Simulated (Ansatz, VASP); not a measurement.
## InO (In2O2 monolayer): VASP beside Ansatz

Aim: how closely do two programs agree when they are given the same cell, functional and k mesh? The structure shown is the start of the Ansatz relaxation below; VASP solves that cell, so the two are compared at the walk's first step.

Method: plane waves, with VASP 6.6.1 beside it; single point at PBE with D3(BJ), in Ansatz 0.2.0.

**1. Starting point**

The cell holds 4 atoms: 2 O and 2 In. Its edges and angles: a = 3.292 Å, b = 3.292 Å, c = 33.147 Å, α = 90.0°, β = 90.0°, γ = 120.0°. Vacuum lies along c. The height across the vacuum is the one that the program set for its solve, not the one typed.

**2. Ansatz: relaxation, PBE with D3(BJ)**

Ansatz runs on its default PAW (the set named soft_2) files.

The two programs are compared at the cell with which this relaxation starts, whose forces are those of its first step.

The input, input.yaml:

```yaml
crystal:
  lattice:
    - [3.2916, 0.0, 0.0]
    - [-1.6458, 2.8506092191, 0.0]
    - [0.0, 0.0, 22.6736373469]
  atoms:
    - { symbol: O, position: [0.3333333333, 0.6666666667, 0.3969367536] }
    - { symbol: In, position: [0.0, 0.0, 0.4373722011] }
    - { symbol: In, position: [0.0, 0.0, 0.5626277989] }
    - { symbol: O, position: [0.3333333333, 0.6666666667, 0.6030632464] }
  periodic: [true, true, false]
kpoints:
  mp_grid: { grid: [12, 12, 1] }
hamiltonian:
  xc: pbe
  dispersion: d3bj
scf:
  occupations: { method: fermi_dirac, width: 0.05 }
  convergence: { dr2_threshold: 1.0e-09 }
relax:
  f_tol: 0.004
  max_steps: 90
  cell: {}
output:
  write_potential: true
  write_density: true
  volumetric_format: npy
```

Launch:

```console
$ ansatz run input.yaml --threads 2 --pin off --max-ram 3072MiB --backend cpu --events-out ev --progress --plain --runs-dir out
```

Numbers of over 12 decimals in the logs are rounded to 6 here.

What it wrote:

```text
Warning: crystal.periodic: the lattice vector that does not repeat stood 0.000° off the slab's normal, 22.674 Å along it as the deck builds it. The run solves the slab on a vector along the normal, 33.147 Å long, with every atom where it was (on the deck's vector they left 18.00 Å outside them, and the widest stretch free of ions among them is 2.84 Å). A fractional position that the run reports is one of the run's ce [...]
Warning: relax.cell: scf.convergence.dr2_threshold = 1e-9 eV is looser than the 1.8577378453e-10 eV advised for a relaxation that steers and ends on the stress (1e-10 eV for each atom of the cell: 4, times the square of relax.cell.stress_2d_tol = 0.05 N/m over 14.7 Å (the atoms' height at the walk's start and 5 Å past either face), 3.407e-2 GPa, over a crystal's default 0.05). What an SCF threshold leaves in a stress goes as its square root, and in the free energy as the threshold itself, and one threshold admits the most on a small cell: [figures from the program's tests cut] Set scf.convergence.dr2_threshold to 1.8577378453e-10 eV or tighter. [rest of the remark cut]
crystal.periodic: the lattice vector that does not repeat stood 0.000° off the slab's normal, 22.674 Å along it as the deck builds it. The run solves the slab on a vector along the normal, 33.147 Å long, with every atom where it was (on the deck's vector they left 18.00 Å outside them, and the widest stretch free of ions among them is 2.84 Å). A fractional position that the run reports is one of the run's cell, which [...]
Engine: ansatz 0.2.0, aarch64-unknown-linux-gnu
Pseudopotentials: kind: paw
Pseudopotential: O, paw, valence charge 6, recommended cutoff 420 eV (normal), O.paw.azcp
Pseudopotential: In, paw, valence charge 13, recommended cutoff 420 eV (normal), In.paw.azcp
Functional definition: PBE
  parameter kappa = 0.804
  parameter beta = 0.066725
  exchange = pbe_x(kappa = kappa, mu = beta*pi^2/3)
  correlation = pbe_c(beta = beta)
Crystal: 4 atoms, lattice volume = 311.023 Å³
Basis set: ecut = 420 eV, 6243 PW (Γ), exchange–correlation on 48×48×450 points (8 copies of the dense FFT grid, shifted against one another)
Bands: 23, of which v1, the nominal top of the filled ones, is band 19 counted from 1 (18 counted from 0)
Symmetry: 12 space group operations
Space group: P-6m2 (ITA 187), of the structure as read, at distance tolerance 6.8e-5 Å
[...]
Crystal: 4 atoms, lattice volume = 337.533 Å³
iter 1 solved again at ethr=2.84e-8 eV; its pass at ethr=3.10e-3 eV (dr2=1.08e-5 eV) is discarded
SCF iter   1: F=—  HF=-12330.515504 eV  |F-HF|=—  |Δ(HF+E_count)|=         —  Δρ=5.85e-5  dr2=1.11e-5  ethr=2.84e-8  ⟨swp⟩=2.3  Hψ=2707  notcnv=0
preconditioner: auto → Resta (q_TF=auto, 1.896 Å⁻¹)  ε∞=1.7  [insulator: Δε(μ)=0.439 eV  Ē_g=14.702 eV  σ=0.050 eV  W_gap=0.96  n_scr=20 (ndim 8)  ℏωp=12.5 eV  f_vac=0.774  D(μ)=0.02/eV (n_scr^D=0)  ε∞_Penn≈1.7  vacuum switching on, ρ_ref=1.6e-2 e/Å³]
SCF iter   2: F=—  HF=-12330.515483 eV  |F-HF|=—  |Δ(HF+E_count)|=   2.08e-5  Δρ=2.29e-5  dr2=1.36e-6  ethr=2.84e-8  ⟨swp⟩=3.0  Hψ=781  notcnv=0
SCF iter   3: F=—  HF=-12330.515394 eV  |F-HF|=—  |Δ(HF+E_count)|=   8.93e-5  Δρ=1.57e-5  dr2=6.76e-7  ethr=3.58e-9  ⟨swp⟩=3.0  Hψ=887  notcnv=0
SCF iter   4: F=—  HF=-12330.515394 eV  |F-HF|=—  |Δ(HF+E_count)|=   1.09e-7  Δρ=5.14e-6  dr2=2.74e-8  ethr=1.78e-9  ⟨swp⟩=2.8  Hψ=711  notcnv=0
SCF iter   5: F=—  HF=-12330.515394 eV  |F-HF|=—  |Δ(HF+E_count)|=   2.57e-8  Δρ=1.30e-6  dr2=2.16e-9  ethr=7.21e-11  ⟨swp⟩=2.9  Hψ=909  notcnv=0
SCF iter   6: F=-12330.515394 eV  HF=-12330.515394 eV  |F-HF|=6.98e-10  |Δ(HF+E_count)|=   1.26e-9  Δρ=4.80e-7  dr2=7.74e-10  ethr=2.63e-12  ⟨swp⟩=11.2  Hψ=3577  notcnv=0
SCF 8 converged in 6 iterations: F = -12330.515394 eV  dr2 = 7.74e-10
relax step   8: F+E_penalty+E_count = -12330.51539402 eV  Δ(F+E_penalty+E_count) = -1.346e-5 eV  max|allowed force component| = 4.522e-5 eV/Å  Δτ_max = 0.0009 Å  P = +0.000 N/m  Ω = 337.533 Å³  energy of the carried Pulay correction = -8.323e-4 eV  fix = [c, alpha, beta]  reactions: c +0.000 N/m  (6 SCF iters, accepted)
iter 1 solved again at ethr=2.62e-7 eV; its pass at ethr=3.10e-3 eV (dr2=9.97e-5 eV) is discarded
SCF iter   1: F=—  HF=-12330.516101 eV  |F-HF|=—  |Δ(HF+E_count)|=         —  Δρ=2.36e-5  dr2=1.49e-7  ethr=2.62e-7  ⟨swp⟩=5.9  Hψ=5041  notcnv=0
preconditioner: auto → Resta (q_TF=auto, 1.896 Å⁻¹)  ε∞=1.7  [insulator: Δε(μ)=0.438 eV  Ē_g=14.699 eV  σ=0.050 eV  W_gap=0.96  n_scr=20 (ndim 8)  ℏωp=12.5 eV  f_vac=0.774  D(μ)=0.02/eV (n_scr^D=0)  ε∞_Penn≈1.7  vacuum switching on, ρ_ref=1.6e-2 e/Å³]
SCF iter   2: F=—  HF=-12330.516174 eV  |F-HF|=—  |Δ(HF+E_count)|=   7.39e-5  Δρ=1.17e-5  dr2=7.13e-8  ethr=3.93e-10  ⟨swp⟩=4.1  Hψ=1378  notcnv=0
SCF iter   3: F=—  HF=-12330.516250 eV  |F-HF|=—  |Δ(HF+E_count)|=   7.57e-5  Δρ=6.09e-6  dr2=3.28e-8  ethr=1.88e-10  ⟨swp⟩=3.4  Hψ=859  notcnv=0
SCF iter   4: F=-12330.516290 eV  HF=-12330.516288 eV  |F-HF|=1.79e-6  |Δ(HF+E_count)|=   3.82e-5  Δρ=7.49e-7  dr2=5.45e-10  ethr=2.63e-12  ⟨swp⟩=16.4  Hψ=4760  notcnv=0
SCF 9 converged in 4 iterations: F = -12330.516290 eV  dr2 = 5.45e-10
relax step   9: F+E_penalty+E_count = -12330.51629014 eV  Δ(F+E_penalty+E_count) = -8.961e-4 eV  max|allowed force component| = 5.375e-5 eV/Å  Δτ_max = 0.0000 Å  P = +0.005 N/m  Ω = 337.533 Å³  fix = [c, alpha, beta]  reactions: c +0.000 N/m  stress off target by 5.12e-3 N/m on what of the cell is left free  SCF on the basis re-selected at this cell (its energy is not comparable with the rows above)  (4 SCF iters)
basis re-selected at this cell: Δ(F+E_penalty+E_count) = -8.961e-4 eV, ΔP = +0.005 N/m vs the last step (what re-selecting the basis moved, of the pressure what is left beyond the Pulay correction that the steps carried, after the strain that the cell walked since its last selection, with what the two solves' SCF thresholds leave and, on support functions, any second-order correction that the steps lacked; it is no m [...]
WARN: The output density's exchange-correlation potential varies sharply where the density is thin. Do not read a vacuum level from v_tot or v_xc, or from such a field of the output density. On a cell that repeats whose density bears no net charge and no dipole along the vacuum's axis use v_es (v_loc + v_h of the components); under efield.dipole_correction with no amplitude use v_es + v_field, which holds any externa [...]
SCF converged after 4 iterations
Free energy (F): -12330.516290 eV
Harris-Foulkes:  -12330.516288 eV  (|F-HF|=1.79e-6)
Internal energy: -12330.515982 eV  (E = F + TS)
E sigma→0 (E₀):  -12330.516136 eV
Entropy (-TS):   -0.000308 eV (-0.077 meV/atom)
Fermi energy:    -6.223652 eV
--- Per-component energies (eV) ---
  E_band       = -621.300831
  E_kinetic    = 834.568139
  E_local      = -83226.071524  (includes V_loc(G=0)·N_el)
  E_nonlocal   = 833.884353
  E_hartree    = 41002.238147
  E_xc         = -575.804809
  E_vxc        = -383.995320  (∫ρ·V_xc dr)
  E_paw        = -8629.919270  (= ΣΔE_a)
  E_vpaw       = -684.168586  (= ΣTr[D̂ρ^β])
  E_aug_tail   = 0.004810  (compensation charges beyond the density's cutoff)
  E_ewald      = 37431.157566
  E_disp       = -0.573394  (pairwise vdW)
  E_smearing   = -0.000308  (= −TS)
  E_closure    = -0.000000  (closes the sum)
  Σ components = -12330.516290   (vs F -12330.516290, Δ=0.00e0)
--- Forces (eV/Å), atoms counted from 1 ---
  atom   1  O      0.00000000    -0.00000000    -0.00002151
  atom   2  In     0.00000000    -0.00000000     0.00005375
  atom   3  In     0.00000000    -0.00000000    -0.00005375
  atom   4  O      0.00000000    -0.00000000     0.00002151
  max |Σ_I F_I| component: 2.78e-16 eV/Å
--- 2D stress c σ (N/m, compression-positive) ---
        0.005120       0.000000      -0.000000
       -0.000000       0.005120       0.000000
       -0.000000       0.000000       0.000000
  P = ½ c Tr σ = 0.0051 N/m
--- Band table (eV; the first three rows and the last of 19) ---
  k-point 0: bands = [... 15 lower, -8.1957, -8.1628, -8.1628, -7.2298, -6.0590, -3.1489, -0.4351, -0.1781]
  k-point 1: bands = [... 15 lower, -8.4064, -8.2570, -8.2195, -7.1207, -5.7216, -2.9245, -0.3432, -0.0593]
  k-point 2: bands = [... 15 lower, -8.6926, -8.4243, -8.3736, -6.9541, -5.0098, -2.3835, -0.0789, 0.2878]
  k-point 18: bands = [... 15 lower, -10.1884, -8.6201, -8.3454, -6.4973, -3.1784, -2.0240, -1.3765, 0.0428]
  the weakly bound empty levels are not read free of the cell's end (no_gap_told)
--- Relaxed structure (7 steps of the walk, 6 accepted, 2 SCFs on fresh bases) ---
  F+E_penalty+E_count = -12330.51629014 eV   max|allowed force component| = 5.375e-5 eV/Å   (the final SCF, on the basis selected at the relaxed cell)
  cell:  # Å, volume = 337.5326 Å³
    - [3.429009, 7.627741708068042e-18, 0]
    - [-1.714505, 2.969609, 0]
    - [0, 0, 33.147275]
  atoms:
    - { symbol: O, position: [0.333333, 0.666667, 0.275111] }
    - { symbol: In, position: [-1.8507837352273136e-17, -1.8503717079240062e-17, 0.299197] }
    - { symbol: In, position: [-1.8499596799744627e-17, -1.8503717079240055e-17, 0.384831] }
    - { symbol: O, position: [0.333333, 0.666667, 0.408916] }
```

The column dr2 measures how far the density is from self-consistency, as an energy; F and HF (Harris–Foulkes) agree once it is small.

**3. VASP: single point, PBE with D3(BJ), start cell**

The same cell, functional, mesh and smearing now go to VASP, with its own data sets.

Lines of VASP's logs that name or quote its potential files are left out, and so is its time.

The input, INCAR:

```
SYSTEM = InO
PREC = Accurate
ENCUT = 520
EDIFF = 1E-06
NELM = 120
ISMEAR = -1
SIGMA = 0.05
LREAL = .FALSE.
ALGO = Normal
GGA = PE
IVDW = 12
NBANDS = 25
LORBIT = 11
LWAVE = .FALSE.
LCHARG = .FALSE.
ISIF = 2
LDIPOL = .TRUE.
IDIPOL = 3
DIPOL = 0.5 0.5 0.342
LVHAR = .TRUE.
LASPH = .TRUE.
GGA_COMPAT = .FALSE.
EFERMI = MIDGAP
NELMDL = -8
```

The input, POSCAR:

```
InO
1.0
    3.2916000000      0.0000000000      0.0000000000
   -1.6458000000      2.8506090000      0.0000000000
    0.0000000000      0.0000000000     33.1472750000
O In
2 2
Direct
    0.3333333333      0.6666666667      0.2715155318
    0.3333333333      0.6666666667      0.4125116469
    1.0000000000      0.0000000000      0.2991744721
    1.0000000000      0.0000000000      0.3848527066
```

The input, KPOINTS:

```
Automatic mesh
0
Gamma
12 12 1
0 0 0
```

Potentials, in the order of the species: O and In_d (PBE family, release 64).

Launch:

```console
$ mpirun -np 1 vasp_std
```

What it wrote:

```text
[banner, memory and clock lines left out]
running    1 mpi-ranks, on    1 nodes
 distrk:  each k-point on    1 cores,    1 groups
 distr:  one band on    1 cores,    1 groups

 POSCAR found type information on POSCAR O In
 POSCAR found :  2 types and       4 ions
 LDA part: xc-table for (Slater+PW92), standard interpolation
 POSCAR, INCAR and KPOINTS ok, starting setup
 FFT: planning ... GRIDC
 FFT: planning ... GRID_SOFT
 FFT: planning ... GRID
 WAVECAR not read
 entering main loop
       N       E                     dE             d eps       ncg     rms          rms(c)
DAV:   1     0.365543477165E+03    0.36554E+03   -0.16548E+04  1022   0.127E+03
DAV:   2     0.363692432707E+02   -0.32917E+03   -0.32288E+03  1142   0.335E+02
DAV:   3    -0.214741575988E+02   -0.57843E+02   -0.56761E+02  1344   0.162E+02
DAV:   4    -0.231426959824E+02   -0.16685E+01   -0.16650E+01  1110   0.335E+01
DAV:   5    -0.231940504896E+02   -0.51355E-01   -0.51328E-01  1281   0.534E+00
DAV:   6    -0.231966702125E+02   -0.26197E-02   -0.26197E-02  1368   0.109E+00
DAV:   7    -0.231967262750E+02   -0.56063E-04   -0.56062E-04  1347   0.158E-01
DAV:   8    -0.231967301157E+02   -0.38407E-05   -0.38411E-05  1376   0.331E-02    0.137E+01
DAV:   9    -0.193728668388E+02    0.38239E+01   -0.20476E+01  1544   0.534E+01    0.141E+01
DAV:  10    -0.193051883338E+02    0.67679E-01   -0.21471E+00  1135   0.107E+01    0.449E+00
DAV:  11    -0.192226531316E+02    0.82535E-01   -0.53626E-01  1494   0.561E+00    0.176E+00
DAV:  12    -0.192066102016E+02    0.16043E-01   -0.80211E-02  1499   0.328E+00    0.824E-01
DAV:  13    -0.192033460911E+02    0.32641E-02   -0.25630E-02  1519   0.170E+00    0.444E-01
DAV:  14    -0.192036708639E+02   -0.32477E-03   -0.28826E-03  1195   0.419E-01    0.345E-01
[...]
DAV:  20    -0.192038714069E+02   -0.25819E-04   -0.38147E-06  1050   0.186E-02    0.665E-03
DAV:  21    -0.192038934791E+02   -0.22072E-04   -0.21324E-06   866   0.153E-02    0.273E-03
DAV:  22    -0.192038996834E+02   -0.62043E-05   -0.40455E-07   870   0.542E-03    0.209E-03
DAV:  23    -0.192039101653E+02   -0.10482E-04   -0.37734E-07   743   0.424E-03    0.149E-03
DAV:  24    -0.192039166584E+02   -0.64931E-05   -0.32715E-07   810   0.468E-03    0.470E-04
DAV:  25    -0.192039180253E+02   -0.13670E-05   -0.51774E-08   921   0.217E-03    0.179E-04
DAV:  26    -0.192039197722E+02   -0.17469E-05   -0.73743E-08   781   0.155E-03    0.417E-04
DAV:  27    -0.192039200562E+02   -0.28400E-06   -0.11752E-08   817   0.944E-04
   1 F= -.19820555E+02 E0= -.19820547E+02  d E =-.156637E-04
```

OUTCAR, selected parts (step 3):

```text
ion  position               nearest neighbor table
   1  0.333  0.667  0.272-   3 2.11   3 2.11   3 2.11
   2  0.333  0.667  0.413-   4 2.11   4 2.11   4 2.11
   3  0.000  0.000  0.299-   1 2.11   1 2.11   1 2.11   4 2.84
   4  0.000  0.000  0.385-   2 2.11   2 2.11   2 2.11   3 2.84

  LATTYP: Found a hexagonal cell.
 ALAT       =     3.2916000000
 C/A-ratio  =    10.0702621825

 Subroutine GETGRP returns: Found 12 space group operations
 (whereof  6 operations were pure point group operations)

The static configuration has the point symmetry C_3v.
 The point group associated with its full space group is D_3h.

 Found     19 irreducible k-points:

   k-points           NKPTS =     19   k-points in BZ     NKDIM =     19   number of bands    NBANDS=     25

   dimension x,y,z NGX =    24 NGY =   24 NGZ =  250
   dimension x,y,z NGXF=    48 NGYF=   48 NGZF=  500

   ENCUT  =  520.0 eV  38.22 Ry    6.18 a.u.   6.12  6.12 61.63*2*pi/ulx,y,z

   NELECT =      38.0000    total number of electrons

 k-points in reciprocal lattice and weights: Automatic mesh
   0.00000000  0.00000000  0.00000000       0.007
   0.08333333  0.00000000  0.00000000       0.042
   0.16666667  0.00000000  0.00000000       0.042
   0.25000000  0.00000000  0.00000000       0.042
   0.33333333  0.00000000  0.00000000       0.042
   0.41666667  0.00000000  0.00000000       0.042
   0.50000000  0.00000000  0.00000000       0.021
   0.08333333  0.08333333  0.00000000       0.042
   0.16666667  0.08333333  0.00000000       0.083
[...]
0.33333333  0.25000000  0.00000000       0.083
   0.33333333  0.33333333  0.00000000       0.014

 dipolmoment           0.000000      0.000000      0.000000 electrons x Angstroem

 average (electrostatic) potential at core
       1 -78.8520       2 -78.8520       3-104.3797       4-104.3797

 E-fermi :  -4.0658

 k-point     1 :       0.0000    0.0000    0.0000
  band No.  band energies     occupation
    ...
     15      -5.8845      2.00000
     16      -5.8845      2.00000
     17      -5.8561      2.00000
     18      -5.8561      2.00000
     19      -5.2412      2.00000
     20      -3.7310      0.00247
     21      -0.7188      0.00000
     22       2.1334      0.00000
     23       2.4318      0.00000
     24       2.6961      0.00000
    ...

 k-point     2 :       0.0833    0.0000    0.0000
  band No.  band energies     occupation
    ...
     15      -6.1615      2.00000
     16      -6.1194      2.00000
     17      -5.9428      2.00000
     18      -5.9106      2.00000
     19      -5.1755      2.00000
     20      -3.4331      0.00001
     21      -0.4290      0.00000
     22       2.2393      0.00000
     23       2.5570      0.00000
     24       2.8228      0.00000
    ...

 k-point     3 :       0.1667    0.0000    0.0000
  band No.  band energies     occupation
    ...
     15      -6.7578      2.00000
     16      -6.5551      2.00000
     17      -6.1032      2.00000
     18      -6.0596      2.00000
     19      -5.0628      2.00000
     20      -2.7973      0.00000
     21       0.2601      0.00000
     22       2.5426      0.00000
     23       2.8935      0.00000
     24       3.1039      0.00000
    ...

 Edisp (eV)   -0.61663

  Total       3.51110     3.51110    -0.58967     0.00000     0.00000     0.00000
  in kB      18.08680    18.08680    -3.03757     0.00000     0.00000     0.00000
  external pressure =       11.05 kB  Pullay stress =        0.00 kB

  energy-cutoff  :      520.00
  volume of cell :      311.02
      direct lattice vectors                 reciprocal lattice vectors
     3.291600000  0.000000000  0.000000000     0.303803621  0.175401116  0.000000000
    -1.645800000  2.850609000  0.000000000     0.000000000  0.350802232  0.000000000
     0.000000000  0.000000000 33.147275000     0.000000000  0.000000000  0.030168392

 POSITION                                       TOTAL-FORCE (eV/Angst)
 -----------------------------------------------------------------------------------
     -0.00000      1.90041      9.00000        -0.000000      0.000000      0.195640
     -0.00000      1.90041     13.67364         0.000000      0.000000     -0.195640
      0.00000      0.00000      9.91682         0.000000      0.000000     -0.137283
      0.00000      0.00000     12.75682        -0.000000     -0.000000      0.137283
 -----------------------------------------------------------------------------------
    total drift:                                0.000001      0.000009     -0.000002

  FREE ENERGIE OF THE ION-ELECTRON SYSTEM (eV)
  ---------------------------------------------------
  free  energy   TOTEN  =       -19.8205548172 eV

  energy  without entropy=      -19.8205391535  energy(sigma->0) =      -19.82054699

 vacuum level on the upper side and lower side of the slab         2.622         2.622

 total charge
# of ion       s       p       d       tot
------------------------------------------
    1        1.577   3.385   0.000   4.962
    2        1.577   3.385   0.000   4.962
    3        0.792   0.706   9.972  11.471
    4        0.792   0.706   9.972  11.471
--------------------------------------------------
tot          4.739   8.182  19.945  32.865

[... 3 further parts left out ...]
```

**4. Side by side**

Known differences besides the potentials themselves: Ansatz cuts the interaction across the vacuum, VASP repeats the sheet with a dipole correction; the cutoff is 420 eV in Ansatz and 520 eV in VASP. Total energies have different zeros and are not compared.

Forces (eV/Å; atoms numbered as in POSCAR):

```tsv
atom	Ansatz x, y, z	VASP x, y, z
O1	0.000, 0.000, 0.237	0.000, 0.000, 0.196
O2	0.000, 0.000, -0.237	0.000, 0.000, -0.196
In3	0.000, 0.000, -0.174	0.000, 0.000, -0.137
In4	0.000, 0.000, 0.174	0.000, 0.000, 0.137
```

The forces differ by 23 meV/Å r.m.s., which is 23.1 % of the r.m.s. force of 0.098 eV/Å (both taken over all components). With vacuum in the cell, a pressure given here is an average over mostly empty space and none of the material.

**5. Summary of results**

| Item | Value |
| --- | --- |
| r.m.s. force difference (single point, PBE with D3(BJ), start cell) | 23 meV/Å |

What this shows: The r.m.s. force difference is 23 meV/Å (single point, PBE with D3(BJ), start cell), beyond the 12 meV/Å picked in this series as the mark of a large difference. What causes the difference of the single point, PBE with D3(BJ), start cell pair stays open here. 1 further run of this series is not shown here. How closely two codes agree says nothing of how well the functional describes the real material.

[Lines on the potential files, build, host, timing and source positions are cut from VASP's logs without a mark.]

[Logs are printed without paths, hosts, clocks, repeated set-up lines and the standing remarks that a program may print on its own settings, such as how far it seeks lower states.]

[Hosts, paths, dates, database ids (printed as entryN), source tags and the programs' standing remarks are cut or masked in the printed files.]
